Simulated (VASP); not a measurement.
A VASP calculation is set up with these files.

KPOINTS:
```
Automatic mesh
0
Gamma
5 5 5
0 0 0
```

**POSCAR**
```
KBr
1.0
  0.0000000000   3.3660000000   3.3660000000
  3.3660000000   0.0000000000   3.3660000000
  3.3660000000   3.3660000000   0.0000000000
K Br
1 1
Cart
  0.0000000000   0.0000000000   0.0000000000
  3.3660000000   3.3660000000   3.3660000000
```

**INCAR**
```
SYSTEM = KBr
PREC = Accurate
ENCUT = 400
EDIFF = 1E-6
NELM = 100
ALGO = Normal
LREAL = .FALSE.
LASPH = .TRUE.
ISMEAR = 0
SIGMA = 0.05
GGA = PE
LMAXMIX = 4
LWAVE = .FALSE.
LCHARG = .FALSE.
ISIF = 2
```

POTCAR, in this order: K_sv Br (PBE.64 set). Program: vasp_std.

Q: Translate this PBE calculation to Ansatz.

A: One equivalent input (not run):
Ansatz 0.2 input:
```yaml
crystal:
  lattice:
    - [0.0000000, 3.3660000, 3.3660000]
    - [3.3660000, 0.0000000, 3.3660000]
    - [3.3660000, 3.3660000, 0.0000000]
  atoms:
    - { symbol: K, position: [0.0000000, 0.0000000, 0.0000000] }
    - { symbol: Br, position: [0.5000000, 0.5000000, 0.5000000] }
kpoints:
  mp_grid: { grid: [5, 5, 5] }
hamiltonian:
  xc: pbe
  pseudopotentials: { kind: paw }
scf:
  occupations: { method: gaussian, width: 0.05 }
  max_iter: 100
output: { forces: true, stress: true, eigenvalues: true }
```
What does not carry over: each code has its own PAW files, so the cut-off isn't converted (ENCUT is set for VASP's; basis.ecutwfc is left out, and Ansatz then takes the one that its files recommend); Ansatz stops its SCF on the density residual and VASP on the energy change (EDIFF).

The compound is KBr in the rock salt structure. The cell was not relaxed at this level.
